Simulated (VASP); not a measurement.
An input for Quantum ESPRESSO's pw.x (written as the equivalent of a VASP run, and not itself run):

```
&CONTROL
  calculation = 'vc-relax'
  pseudo_dir = './pseudo'
  outdir = './out'
  tprnfor = .true.
  tstress = .true.
  nstep = 60
  forc_conv_thr = 0.00039
/
&SYSTEM
  ibrav = 0
  nat = 2
  ntyp = 2
  ecutwfc = 84
  occupations = 'smearing'
  smearing = 'gaussian'
  degauss = 0.003675
  input_dft = 'vdw-df2-b86r'
/
&ELECTRONS
  conv_thr = 7.3e-08
  electron_maxstep = 100
/
&IONS
/
&CELL
/
ATOMIC_SPECIES
  Ca 40.078 Ca.upf
  O 15.999 O.upf
CELL_PARAMETERS angstrom
     0.0000000    2.4050000    2.4050000
     2.4050000    0.0000000    2.4050000
     2.4050000    2.4050000    0.0000000
ATOMIC_POSITIONS crystal
  Ca   0.0000000  0.0000000  0.0000000
  O    0.5000000  0.5000000  0.5000000
K_POINTS automatic
  9 9 9 0 0 0
```

Task: Translate this input to VASP (INCAR, KPOINTS, POSCAR, choice of POTCAR).

Result: Several could match; the one computed here: 
INCAR:
```
# general
SYSTEM   = CaO
PREC     = Accurate
ENCUT    = 520   # plane-wave cut-off (eV)
LREAL    = .False.   # projection in real space or not
LASPH    = .True.

# electronic loop
EDIFF    = 1E-6   # SCF stop (eV)
NELM     = 100   # most electronic steps
ALGO     = Normal

# smearing
ISMEAR   = 0
SIGMA    = 0.05   # width (eV)

# functional
GGA      = MK
LUSE_VDW = .True.
AGGAC    = 0.0
PARAM1   = 0.1234568
PARAM2   = 0.7114
ZAB_VDW  = -1.8867

# ions
IBRION   = 2   # conjugate gradients
NSW      = 60
ISIF     = 3
EDIFFG   = -0.01   # ionic stop

# output
LWAVE    = .False.
LCHARG   = .False.
```

File KPOINTS:
```
Automatic mesh
0
Gamma
9 9 9
0 0 0
```

POSCAR:
```
CaO
1
    0.0000000000     2.4050000000     2.4050000000
    2.4050000000     0.0000000000     2.4050000000
    2.4050000000     2.4050000000     0.0000000000
Ca O
1 1
Direct
  0.0000000000   0.0000000000   0.0000000000
  0.5000000000   0.5000000000   0.5000000000
```

POTCAR, in this order: Ca_sv O (PBE.64 set). Program: vasp_std.

Limits of the translation: the potentials are each code's own (VASP's PAW set, PseudoDojo norm-conserving files in pw.x), so ENCUT and ecutwfc are chosen apart and not converted; conv_thr bounds pw.x's estimated SCF error, while EDIFF bounds the energy change between steps; forc_conv_thr acts on force components and is met together with etot_conv_thr.

The compound is CaO in the rock salt structure. This run relaxes it. Symmetry was kept, so distortions that lower it aren't found.
